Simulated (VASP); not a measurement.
A convergence study with VASP on Mg2Si (antifluorite): one setting is varied, all else stays as given below, so the limit is that of these other settings.

```
Mg2Si
1.0
    0.00000     3.17500     3.17500
    3.17500     0.00000     3.17500
    3.17500     3.17500     0.00000
Mg Si
2 1
Direct
  0.25000   0.25000   0.25000
  0.75000   0.75000   0.75000
  0.00000   0.00000   0.00000
```

Computed with PBEsol GGA, VASP's PBE PAW potentials (set 64) (plane waves; VASP 6.6.1). The tightest run used: 550 eV cut-off, 15×15×15 Γ-centred mesh, tetrahedra with Blöchl corrections, potentials Mg Si.

Gaps are read on the run's mesh, which can miss a band edge.

Q: The settings run are 3×3×3 mesh; 4×4×4 mesh; 5×5×5 mesh; 6×6×6 mesh; 7×7×7 mesh; 8×8×8 mesh; 9×9×9 mesh; 10×10×10 mesh; 11×11×11 mesh; 12×12×12 mesh; 13×13×13 mesh; 14×14×14 mesh; 15×15×15 mesh. From which on does the stress (every component) stay within 0.1 GPa of the tightest run?

A: From 4×4×4 mesh on: it is off by 0.02 there and by no more than 0.1 in any finer run, while 3×3×3 mesh is off by 0.13.
```tsv
setting	E (eV/atom)	pressure (GPa)	gap on the mesh (eV)	irreducible k-points	difference judged (GPa)
3×3×3 mesh	-3.0487	-0.53	0.657	4	0.13
4×4×4 mesh	-3.1682	-0.68	0.079	8	0.02
5×5×5 mesh	-3.2040	-0.69	0.364	10	0.03
6×6×6 mesh	-3.2162	-0.68	0.116	16	0.02
7×7×7 mesh	-3.2207	-0.67	0.253	20	0.01
8×8×8 mesh	-3.2225	-0.67	0.124	29	0.01
9×9×9 mesh	-3.2232	-0.66	0.205	35	0.00
10×10×10 mesh	-3.2236	-0.66	0.125	47	0.00
11×11×11 mesh	-3.2237	-0.66	0.179	56	0.00
12×12×12 mesh	-3.2238	-0.66	0.126	72	0.00
13×13×13 mesh	-3.2238	-0.66	0.164	84	0.00
14×14×14 mesh	-3.2238	-0.66	0.126	104	0.00
15×15×15 mesh	-3.2238	-0.66	0.155	120	0.00
```

Left out are rungs that failed or repeat a setting and relaxations that didn't move; long series are thinned to 24 rows.

The compound is Mg2Si in the antifluorite structure. The cell was not relaxed at this level.
